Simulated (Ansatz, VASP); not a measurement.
## Cross-check of GaPt2F between VASP and Ansatz

Aim: how closely do two programs agree when they are given the same cell, functional and k mesh? The cell is invented: other elements were put on sites of a known structure type. It may not be a known or stable phase. The cell is taken from a series of VASP runs on this material, whose earlier steps may have relaxed, scaled or displaced it; both programs get it as it stands.

Main program and level: Ansatz 0.2.0; plane waves, with VASP 6.6.1 beside it; single point at PBE.

## 1. The starting structure

Symmetry: R3m, No. 160, trigonal system. Conventional cell: a = 2.903 Å, b = 2.903 Å, c = 23.444 Å, α = 90.00°, β = 90.00°, γ = 120.00°. Ga has 6 Pt at 2.53 to 2.54 Å nearest. Nearest to Pt lie 3 Ga at 2.53 Å and 3 F at 2.59 Å. Nearest to Pt lie 3 Ga at 2.54 Å. F has 6 Pt at 2.59 to 2.63 Å nearest. Farther neighbours and most contacts between anions are not listed.

Coordinates:

```xyz
4
Lattice="1.4516 0.8381 7.8145 -1.4516 0.8381 7.8145 0.0000 -1.6762 7.8145" Properties=species:S:1:pos:R:3 pbc="T T T"
Ga    0.0000    0.0000    0.0121
Pt    0.0000    0.0000    9.7251
Pt    0.0000    0.0000   13.7286
F     0.0000    0.0000   19.5133
```

## 2. VASP: single point, PBE

A single point gives forces, pressure and levels at one fixed geometry, so differences don't come from the geometry; what else differs is listed under the comparison.

Lines of VASP's logs that name or quote its potential files are left out, and so is its time.

INCAR reads:

```
SYSTEM = GaPt2F
PREC = Accurate
ENCUT = 520
EDIFF = 1E-06
NELM = 100
ISMEAR = -1
SIGMA = 0.05
LREAL = .FALSE.
ALGO = Normal
GGA = PE
NBANDS = 26
LORBIT = 11
LWAVE = .FALSE.
LCHARG = .TRUE.
ISIF = 2
LELF = .TRUE.
LVHAR = .TRUE.
```

POSCAR reads:

```
GaPt2F
1.0
    1.4516498437      0.8381104294      7.8145274390
   -1.4516498437      0.8381104294      7.8145274390
    0.0000000000     -1.6762208587      7.8145274390
Ga Pt F
1 2 1
Direct
    0.0005163711      0.0005163711      0.0005163711
    0.4148312019      0.4148312019      0.4148312019
    0.5856004394      0.5856004394      0.5856004394
    0.8323519975      0.8323519975      0.8323519975
```

KPOINTS reads:

```
Automatic mesh
0
Gamma
8 8 8
0 0 0
```

Potentials, in the order of the species: Ga_d, Pt and F (PBE family, release 64).

The run is started by

```bash
$ mpirun -np 2 vasp_std
```

Numbers of over 12 decimals in the logs are rounded to 6 here.

Output:

```text
[banner, memory and clock lines left out]
running    2 mpi-ranks, on    1 nodes
 distrk:  each k-point on    2 cores,    1 groups
 distr:  one band on    1 cores,    2 groups

 POSCAR found type information on POSCAR GaPtF
 POSCAR found :  3 types and       4 ions
 LDA part: xc-table for (Slater+PW92), standard interpolation
 POSCAR, INCAR and KPOINTS ok, starting setup
 FFT: planning ... GRIDC
 FFT: planning ... GRID_SOFT
 FFT: planning ... GRID
 WAVECAR not read
 entering main loop
       N       E                     dE             d eps       ncg     rms          rms(c)
DAV:   1     0.341693664890E+03    0.34169E+03   -0.20656E+04  3806   0.229E+03
DAV:   2     0.123182741256E+02   -0.32938E+03   -0.31507E+03  3800   0.506E+02
DAV:   3    -0.205014866254E+02   -0.32820E+02   -0.32104E+02  3806   0.130E+02
DAV:   4    -0.214154634991E+02   -0.91398E+00   -0.90991E+00  3914   0.225E+01
DAV:   5    -0.214333411680E+02   -0.17878E-01   -0.17870E-01  4096   0.300E+00    0.139E+01
DAV:   6    -0.193705019320E+02    0.20628E+01   -0.10028E+01  3594   0.249E+01    0.837E+00
DAV:   7    -0.191539029503E+02    0.21660E+00   -0.15666E+00  3828   0.126E+01    0.422E+00
DAV:   8    -0.191156742561E+02    0.38229E-01   -0.43304E-01  4180   0.544E+00    0.165E+00
DAV:   9    -0.191019421986E+02    0.13732E-01   -0.26422E-01  3762   0.304E+00    0.961E-01
DAV:  10    -0.190972773576E+02    0.46648E-02   -0.22401E-02  4070   0.123E+00    0.315E-01
DAV:  11    -0.190965664739E+02    0.71088E-03   -0.61126E-03  4172   0.804E-01    0.117E-01
DAV:  12    -0.190963760402E+02    0.19043E-03   -0.89806E-04  3932   0.282E-01    0.293E-02
DAV:  13    -0.190963804294E+02   -0.43892E-05   -0.11502E-04  3674   0.750E-02    0.119E-02
DAV:  14    -0.190963823716E+02   -0.19421E-05   -0.22002E-05  3806   0.407E-02    0.118E-02
DAV:  15    -0.190963808769E+02    0.14946E-05   -0.34197E-06  3266   0.166E-02    0.502E-03
DAV:  16    -0.190963806137E+02    0.26327E-06   -0.38242E-06  3386   0.139E-02
   1 F= -.19096381E+02 E0= -.19088616E+02  d E =-.155298E-01
```

From OUTCAR (step 2):

```text
ion  position               nearest neighbor table
   1  0.001  0.001  0.001-   2 2.53   2 2.53   2 2.53   3 2.54   3 2.54   3 2.54
   2  0.415  0.415  0.415-   1 2.53   1 2.53   1 2.53   4 2.59   4 2.59   4 2.59
   3  0.586  0.586  0.586-   1 2.54   1 2.54   1 2.54   4 2.63   4 2.63   4 2.63
   4  0.832  0.832  0.832-   2 2.59   2 2.59   2 2.59   3 2.63   3 2.63   3 2.63

  LATTYP: Found a trigonal (rhomboedric) cell.
 ALAT       =     7.9922809920
 COS(alpha) =     0.9340200091

 Subroutine GETGRP returns: Found  6 space group operations
 (whereof  6 operations were pure point group operations)

The static configuration has the point symmetry C_3v.

 Found     65 irreducible k-points:

   k-points           NKPTS =     65   k-points in BZ     NKDIM =     65   number of bands    NBANDS=     26

   dimension x,y,z NGX =    60 NGY =   60 NGZ =   60
   dimension x,y,z NGXF=   120 NGYF=  120 NGZF=  120

   ENCUT  =  520.0 eV  38.22 Ry    6.18 a.u.  14.86 14.86 14.86*2*pi/ulx,y,z

   NELECT =      40.0000    total number of electrons

 k-points in reciprocal lattice and weights: Automatic mesh
   0.00000000  0.00000000  0.00000000       0.002
   0.12500000  0.00000000  0.00000000       0.012
   0.25000000  0.00000000  0.00000000       0.012
   0.37500000  0.00000000  0.00000000       0.012
   0.50000000  0.00000000  0.00000000       0.006
   0.12500000  0.12500000  0.00000000       0.012
   0.25000000  0.12500000  0.00000000       0.023
   0.37500000  0.12500000  0.00000000       0.023
   0.50000000  0.12500000  0.00000000       0.023
[...]
-0.37500000  0.50000000  0.37500000       0.012
   0.50000000  0.50000000  0.50000000       0.002

 average (electrostatic) potential at core
       1 -62.9945       2 -66.3466       3 -66.3350       4 -70.9647

 E-fermi :   7.3777

 k-point     1 :       0.0000    0.0000    0.0000
  band No.  band energies     occupation
    ...
     17       5.2316      2.00000
     18       6.0796      2.00000
     19       6.0796      2.00000
     20       6.2792      2.00000
     21       6.2792      2.00000
     22       7.7716      0.00076
     23      12.7781      0.00000
     24      17.5766      0.00000
     25      19.3605      0.00000
     26      19.3605      0.00000

 k-point     2 :       0.1250    0.0000    0.0000
  band No.  band energies     occupation
    ...
     17       5.2258      2.00000
     18       5.6671      2.00000
     19       5.9398      2.00000
     20       6.3261      2.00000
     21       6.3807      2.00000
     22       8.6208      0.00000
     23      13.1316      0.00000
     24      16.6544      0.00000
     25      17.9683      0.00000
     26      18.3354      0.00000

 k-point     3 :       0.2500    0.0000    0.0000
  band No.  band energies     occupation
    ...
     17       5.4391      2.00000
     18       5.7176      2.00000
     19       5.8122      2.00000
     20       6.4086      2.00000
     21       6.7544      1.99999
     22       9.8128      0.00000
     23      12.7579      0.00000
     24      14.3512      0.00000
     25      16.7508      0.00000
     26      18.8160      0.00000

  Total        0.4396685      0.4396685     -0.0940418     -0.0000000     -0.0000000      0.0000000
  in kB       12.3486325     12.3486325     -2.6412789     -0.0000000     -0.0000000      0.0000000
  external PRESSURE =       7.3519953 kB  Pullay stress =       0.0000000 kB

  energy-cutoff  :      520.00
  volume of cell :       57.04
      direct lattice vectors                 reciprocal lattice vectors
     1.451649844  0.838110429  7.814527439     0.344435679  0.198860032  0.042655597
    -1.451649844  0.838110429  7.814527439    -0.344435679  0.198860032  0.042655597
     0.000000000 -1.676220859  7.814527439     0.000000000 -0.397720064  0.042655597

 POSITION                                       TOTAL-FORCE (eV/Angst)
 -----------------------------------------------------------------------------------
      0.00000      0.00000      0.01211         0.000000     -0.000000     -0.052333
      0.00000      0.00000      9.72513         0.000000      0.000000      0.050106
      0.00000      0.00000     13.72857         0.000000      0.000000      0.031955
      0.00000      0.00000     19.51331         0.000000     -0.000000     -0.029728
 -----------------------------------------------------------------------------------
    total drift:                                0.000000     -0.000000      0.000492

  FREE ENERGIE OF THE ION-ELECTRON SYSTEM (eV)
  ---------------------------------------------------
  free  energy   TOTEN  =       -19.0963806137 eV

  energy  without entropy=      -19.0808508278  energy(sigma->0) =      -19.08861572

 total charge
# of ion       s       p       d       tot
------------------------------------------
    1        0.834   0.821  10.092  11.747
    2        0.585   0.432   8.128   9.145
    3        0.590   0.427   8.118   9.134
    4        1.752   4.251   0.000   6.003
--------------------------------------------------
tot          3.761   5.931  26.337  36.029

[... 3 further parts left out ...]
```

The run ends at a pressure of 0.74 GPa, with forces up to 0.052 eV/Å.

## 3. Ansatz: single point, PBE

Ansatz runs on its default PAW (the set named soft_2) files.

The same cell, functional, mesh and smearing now go to Ansatz, which takes its cutoff from its data sets.

input.yaml reads:

```yaml
crystal:
  lattice:
    - [1.4516498437, 0.8381104294, 7.814527439]
    - [-1.4516498437, 0.8381104294, 7.814527439]
    - [0.0, -1.6762208587, 7.814527439]
  atoms:
    - { symbol: Ga, position: [0.0005163711, 0.0005163711, 0.0005163711] }
    - { symbol: Pt, position: [0.4148312019, 0.4148312019, 0.4148312019] }
    - { symbol: Pt, position: [0.5856004394, 0.5856004394, 0.5856004394] }
    - { symbol: F, position: [0.8323519975, 0.8323519975, 0.8323519975] }
hamiltonian:
  xc: pbe
  pseudopotentials: { kind: paw }
kpoints:
  mp_grid: { grid: [8, 8, 8] }
scf:
  occupations: { method: fermi_dirac, width: 0.05 }
  n_extra_bands: 5
output:
  forces: true
  stress: true
  eigenvalues: true
  write_density: true
  write_potential: true
  elf: true
  volumetric_format: npy
```

The run is started by

```bash
$ ansatz run input.yaml --threads 2 --pin off --max-ram 4608MiB --backend cpu --events-out ev --progress --plain --runs-dir out
```

Output:

```text
basis.fft_grid_basis auto: the FFT boxes are laid along the combinations [[1, -1, 0], [0, 1, 0], [0, -1, 1]] of the cell's own vectors, 2.903, 7.992 and 2.903 Å long. The dense box has 20×54×20 points. Along the cell's own vectors, as sized, it would have 54×54×54, 7.29 times as many. Of the 6 symmetry operations that the crystal satisfies within crystal.symmetry.tolerance (time reversal apart; of a slab, those that  [...]
scf.n_extra_bands = 5 over 28 filled bands (N_el = 56.0): the run solves 33 bands
Engine: ansatz 0.2.0, aarch64-unknown-linux-gnu
Pseudopotentials: kind: paw
Pseudopotential: Ga, paw, valence charge 13, recommended cutoff 420 eV (normal), Ga.paw.azcp
Pseudopotential: Pt, paw, valence charge 18, recommended cutoff 420 eV (normal), Pt.paw.azcp
Pseudopotential: F, paw, valence charge 7, recommended cutoff 420 eV (normal), F.paw.azcp
Functional definition: PBE
  parameter kappa = 0.804
  parameter beta = 0.066725
  exchange = pbe_x(kappa = kappa, mu = beta*pi^2/3)
  correlation = pbe_c(beta = beta)
Crystal: 4 atoms, lattice volume = 57.045 Å³
Basis set: ecut = 420 eV, 1119 PW (Γ), FFT grids on a1−a2, a2, −a2+a3, exchange–correlation on 40×108×40 points (8 copies of the dense FFT grid, shifted against one another)
Bands: 33, of which v1, the nominal top of the filled ones, is band 28 counted from 1 (27 counted from 0)
Symmetry: 6 space group operations
Space group: R3m (ITA 160), of the structure as read, at distance tolerance 3.8e-5 Å
k-points: 65 of 512 (time reversal used)
Non-local potential: Ga, projectors of the file, l = 0: 2, l = 1: 2, l = 2: 3, l = 3: 1
Non-local potential: Pt, projectors of the file, l = 0: 3, l = 1: 2, l = 2: 2, l = 3: 1
Non-local potential: F, projectors of the file, l = 0: 2, l = 1: 2, l = 2: 1
PAW form: soft (Blöchl's): semilocal exchange-correlation on the pseudo side does not see the compensation charge
PAW one-centre angular grid: Ga, 590 points (default); XC on 64 Gauss nodes
PAW one-centre angular grid: Pt, 590 points (default); XC on 64 Gauss nodes
PAW one-centre angular grid: F, 110 points (default); XC on 64 Gauss nodes
Initial density: superposition of atomic densities (neutral atoms: chi_scale 0, normalization atom), corrected by the library's trained network
Initial wavefunctions: pseudopotential atomic-orbital guess
Functional: x = pbe(κ = 0.804, μ = 0.219515), c = pbe(β = 0.066725)
SCF iter   1: F=—  HF=-29636.815444 eV  |F-HF|=—  |Δ(HF+E_count)|=         —  Δρ=6.43e-3  dr2=2.62e-2  ethr=1.77e-3  ⟨swp⟩=6.3  Hψ=8117  notcnv=0
preconditioner: auto → LDOS  [metal: Δε(μ)=0.020 eV  Ē_g=11.686 eV  σ=0.050 eV  W_gap=0.10  n_scr=24 (ndim 8)  ℏωp=31.1 eV  f_vac=0.012  D(μ)=2.12/eV (n_scr^D=18)  β→1.0]
SCF iter   2: F=—  HF=-29636.814953 eV  |F-HF|=—  |Δ(HF+E_count)|=   4.90e-4  Δρ=2.42e-3  dr2=3.05e-3  ethr=4.67e-5  ⟨swp⟩=2.0  Hψ=4038  notcnv=0  defer=13
SCF iter   3: F=—  HF=-29636.814543 eV  |F-HF|=—  |Δ(HF+E_count)|=   4.10e-4  Δρ=1.14e-3  dr2=9.49e-4  ethr=5.44e-6  ⟨swp⟩=2.0  Hψ=3914  notcnv=0  defer=13
SCF iter   4: F=—  HF=-29636.814161 eV  |F-HF|=—  |Δ(HF+E_count)|=   3.82e-4  Δρ=3.16e-4  dr2=8.20e-5  ethr=1.69e-6  ⟨swp⟩=2.0  Hψ=3341  notcnv=0  defer=13
SCF iter   5: F=—  HF=-29636.814148 eV  |F-HF|=—  |Δ(HF+E_count)|=   1.37e-5  Δρ=7.82e-5  dr2=3.12e-6  ethr=1.46e-7  ⟨swp⟩=2.0  Hψ=2853  notcnv=0  defer=13
SCF iter   6: F=—  HF=-29636.814147 eV  |F-HF|=—  |Δ(HF+E_count)|=   2.89e-7  Δρ=2.06e-5  dr2=2.78e-7  ethr=5.56e-9  ⟨swp⟩=2.0  Hψ=3342  notcnv=0  defer=13
SCF iter   7: F=-29636.814147 eV  HF=-29636.814147 eV  |F-HF|=4.27e-8  |Δ(HF+E_count)|=   5.64e-9  Δρ=7.16e-6  dr2=5.52e-8  ethr=1.79e-10  ⟨swp⟩=10.4  Hψ=15508  notcnv=0
SCF 1 converged in 7 iterations: F = -29636.814147 eV  dr2 = 5.52e-8
  greatest PAW one-centre occupation: 1.000 electrons in one spin orbital (limit 2), on the Pt atom at site 2 (counted from 0), in its partial waves of l = 0
SCF converged after 7 iterations
Free energy (F): -29636.814147 eV
Harris-Foulkes:  -29636.814147 eV  (|F-HF|=4.27e-8)
Internal energy: -29636.798628 eV  (E = F + TS)
E sigma→0 (E₀):  -29636.806388 eV
Entropy (-TS):   -0.015519 eV (-3.880 meV/atom)
Fermi energy:    15.631396 eV
--- Per-component energies (eV) ---
  E_band       = -430.356437
  E_kinetic    = 1597.405301
  E_local      = -5880.488477  (includes V_loc(G=0)·N_el)
  E_nonlocal   = 901.531791
  E_hartree    = 2386.726566
  E_xc         = -671.250242
  E_vxc        = -764.422045  (∫ρ·V_xc dr)
  E_paw        = -21099.513190  (= ΣΔE_a)
  E_vpaw       = -1057.840724  (= ΣTr[D̂ρ^β])
  E_aug_tail   = 0.002348  (compensation charges beyond the density's cutoff)
  E_ewald      = -6871.212725
  E_smearing   = -0.015519  (= −TS)
  E_closure    = -0.000000  (closes the sum)
  Σ components = -29636.814147   (vs F -29636.814147, Δ=0.00e0)
--- Forces (eV/Å), atoms counted from 1 ---
  atom   1  Ga    -0.00000000    -0.00000000    -0.04952787
  atom   2  Pt     0.00000000     0.00000000     0.00476252
  atom   3  Pt     0.00000000     0.00000000     0.07459246
  atom   4  F      0.00000000    -0.00000000    -0.02998474
  max |Σ_I F_I| component: 1.58e-4 eV/Å
--- Stress (GPa, compression-positive) ---
        1.290688       0.000000      -0.000000
        0.000000       1.290688      -0.000000
       -0.000000      -0.000000      -0.243492
  P = ⅓ Tr σ = 0.7793 GPa (7.793 kbar)
--- Band table (eV; the first three rows and the last of 65) ---
  k-point 0: bands = [... 24 lower, 13.4623, 14.3286, 14.3286, 14.5208, 14.5208, 16.0133, 21.0143, 25.8147, ... 1 higher]
  k-point 1: bands = [... 24 lower, 13.4632, 13.9106, 14.1880, 14.5675, 14.6304, 16.8626, 21.3684, 24.9051, ... 1 higher]
  k-point 2: bands = [... 24 lower, 13.6869, 13.9684, 14.0609, 14.6496, 15.0048, 18.0553, 21.0131, 22.5902, ... 1 higher]
  k-point 64: bands = [... 24 lower, 13.4462, 14.2595, 14.2595, 14.5758, 14.5758, 18.1094, 18.6746, 27.6306, ... 1 higher]
```

The job ended after 15 s (2 threads of Arm Neoverse N1, shared host; peak memory 0.43 GiB).

The run ends at a pressure of 0.78 GPa, with forces up to 0.075 eV/Å.

## 4. Comparison

Known differences besides the potentials themselves: the data sets hold 56 valence electrons in Ansatz (default PAW (the set named soft_2) files) and 40 in VASP; the cutoff is 420 eV in Ansatz and 520 eV in VASP; VASP leaves aspherical gradient terms in its spheres out (LASPH is not set), Ansatz keeps them. Total energies have different zeros and are not compared.

Compared:

```
                                        quantity  Ansatz  VASP  difference
                                  pressure (GPa)    0.78  0.74       +0.04
pressure without Ansatz's Pulay correction (GPa)    0.50  0.74       -0.23
```

Forces (eV/Å; atoms numbered as in POSCAR):

```
atom        Ansatz x, y, z          VASP x, y, z
 Ga1  0.000, 0.000, -0.050  0.000, 0.000, -0.052
 Pt2   0.000, 0.000, 0.005   0.000, 0.000, 0.050
 Pt3   0.000, 0.000, 0.075   0.000, 0.000, 0.032
  F4  0.000, 0.000, -0.030  0.000, 0.000, -0.030
```

The forces differ by 18 meV/Å r.m.s., which is 73.7 % of the r.m.s. force of 0.02 eV/Å (both taken over all components). Ansatz's pressure holds a Pulay correction of 0.28 GPa; VASP's holds none.

## 5. Further runs

Further runs change the set-up of one program: Ansatz's method, potentials or start, or VASP's data sets, cutoff or form of LDA. The table gives Ansatz less VASP for each quantity, since a change that brings one quantity closer may part another.

```
                                        run  r.m.s. force difference (meV/Å)  pressure (GPa)
                                   as above                               18           0.044
   Ansatz's larger PAW set (cutoff 1300 eV)                               14            0.11
norm-conserving potentials (cutoff 1320 eV)                              6.8            0.20
```

## 6. What came out

```
r.m.s. force difference (single point, PBE) : 18 meV/Å
```

What this shows: The r.m.s. force difference is 18 meV/Å (single point, PBE), beyond the 12 meV/Å picked in this series as the mark of a large difference. Single point, PBE, Ansatz's larger PAW set (cutoff 1300 eV): the difference in pressure goes from 0.044 to 0.11 GPa. Single point, PBE, norm-conserving potentials (cutoff 1320 eV): r.m.s. force difference goes from 18 to 6.8 meV/Å; the difference in pressure goes from 0.044 to 0.20 GPa. How closely two codes agree says nothing of how well the functional describes the real material.

[Lines on the potential files, build, host, timing and source positions are cut from VASP's logs without a mark.]

[Logs are printed without paths, hosts, clocks, repeated set-up lines and the standing remarks that a program may print on its own settings, such as how far it seeks lower states.]

[Hosts, paths, dates, database ids (printed as entryN), source tags and the programs' standing remarks are cut or masked in the printed files.]
